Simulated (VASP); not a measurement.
Input of a VASP 6.6.1 run:

Contents of INCAR:

```
ALGO = Fast
EDIFF = 1E-4
EDIFFG = -0.08
ENCUT = 520
GGA = PE
IBRION = 2
ISIF = 3
ISMEAR = 0
LASPH = True
LCHARG = False
LREAL = False
LWAVE = False
NELM = 60
NSW = 24
PREC = Normal
SIGMA = 0.15
```

KPOINTS

```
k-points
0
Gamma
  4 4 2
```

Contents of POSCAR:

```
In2GeO4
1.0
    4.4656383800      0.0000000000      0.0000000000
   -2.2328191900      3.8673562800      0.0000000000
    0.0000000000      0.0000000000      6.6611119200
In Ge O
2 1 4
Direct
    0.3333333300      0.6666666700      0.8985045600
    0.6666666700      0.3333333300      0.8985045600
    0.0000000000      0.0000000000      0.1721618200
    0.3333333300      0.6666666700      0.2816102600
    0.6666666700      0.3333333300      0.2816102600
    0.3333333300      0.6666666700      0.5743946800
    0.6666666700      0.3333333300      0.5743946800
```

Potentials or basis: VASP PAW PBE potentials, release 64 (In_d, Ge_d, O).

Run with:

```console
$ cat potpaw_PBE.64/In_d/POTCAR potpaw_PBE.64/Ge_d/POTCAR potpaw_PBE.64/O/POTCAR > POTCAR
$ mpirun -np 1 vasp_std > vasp.out
```

Problem. Estimate the relaxed cell.

Solution. a = 4.811 Å, b = 4.811 Å, c = 6.138 Å, α = 90.00°, β = 90.00°, γ = 120.00°.

Problem. Estimate the band gap on the k mesh.

Solution. None (metal or under the smearing width).

Problem. What does it give for the relaxed volume?

Solution. 17.58 Å³/atom.

Problem. Estimate the space group after relaxing (to 0.05 Å).

Solution. P6mm (No. 183).

Forces in eV/Å, atoms in the order of the input:
```
In   0.000  0.000 -0.022
In   0.000  0.000 -0.022
Ge   0.000  0.000  0.013
O    0.000  0.000 -0.048
O    0.000  0.000 -0.048
O    0.000  0.000  0.063
O    0.000  0.000  0.063
```

Caveat: the k mesh is coarse (spacing up to 0.47 Å⁻¹), so the values aren't converged; the relaxation stopped at a loose force limit of 0.08 eV/Å, so its end isn't a converged minimum.
